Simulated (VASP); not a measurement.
Computed with PBEsol GGA, VASP's PBE PAW potentials (set 64) (plane waves; VASP 6.6.1).

The input files of a VASP run:

### POSCAR
```
Mg(100) slab
1
    5.0914326668     0.0000000000     0.0000000000
    0.0000000000     3.1909174511     0.0000000000
    0.0000000000     0.0000000000    25.9644923174
Mg
8
Direct
  0.2500000000   0.5000000000   0.3549435203
  0.7500000000   0.0000000000   0.3270941553
  0.2500000000   0.0000000000   0.4620432029
  0.7500000000   0.5000000000   0.4328952768
  0.2500000000   0.5000000000   0.5671047232
  0.7500000000   0.0000000000   0.5379567971
  0.2500000000   0.0000000000   0.6729058447
  0.7500000000   0.5000000000   0.6450564797
```

File KPOINTS:
```
Regular mesh
0
G
6 9 1
0 0 0
```

### INCAR
```
! general
SYSTEM = Mg(100) slab
PREC   = Normal
ENCUT  = 400   ! plane-wave cut-off (eV)
LREAL  = .False.
LASPH  = .True.   ! aspherical one-centre terms

! electronic loop
EDIFF  = 1E-6   ! SCF stop (eV)
NELM   = 100
NELMIN = 4
ALGO   = Normal

! smearing
ISMEAR = 1
SIGMA  = 0.1   ! width (eV)

! functional
GGA    = PS   ! PBEsol

! output
LWAVE  = .False.
LCHARG = .False.
LORBIT = 11   ! lm-projected
LVHAR  = .True.

! other
LDIPOL = .True.
IDIPOL = 3
DIPOL  = 0.5 0.5 0.5
```

POTCAR, in this order: Mg (PBE.64 set). Program: vasp_std. Read from the step before: WAVECAR.

**Question.** What will the output report for the number of irreducible k-points (NKPTS), largest plane-wave count, number of space-group operations, FFT grid (NGX, NGY, NGZ)?

**Answer.** 
```yaml
number of irreducible k-points (NKPTS): 20
largest_plane_wave_count: 7703
number_of_space_group_operations: 8
FFT grid (NGX, NGY, NGZ): 28 × 16 × 128
```

The cell is a thin slab with vacuum, built from Mg (hcp): (100) face.
